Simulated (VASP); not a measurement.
Data:

```xyz
4
Lattice="1.8451 -5.4232 0.0000 1.8451 5.4232 0.0000 0.0000 0.0000 3.8408" Properties=species:S:1:pos:R:3 pbc="T T T"
Ag     1.8451     1.1071     2.8806
Ag     1.8451    -1.1071     0.9602
Cl     1.8451    -3.9575     0.9602
Cl     1.8451     3.9575     2.8806
```

Level of theory: PBEsol GGA, VASP's PBE PAW potentials (set 64) (plane waves; VASP). Settings: 400 eV cut-off, Gaussian smearing of 0.050 eV, potentials Ag Cl.

Question: What does the run give for the band gap (along the path) with the smallest direct gap where there is one?

Answer: 
* **band gap (along the path)**: 0.33 eV
* **smallest direct gap (along the path)**: 1.89 eV

The absolute energy has meaning only against runs of the same code, potentials and settings.

The structure comes from a computed database's AgCl entry (Cmcm); how it stands against other phases isn't given here. It was relaxed first, which changed the volume by -6 %.
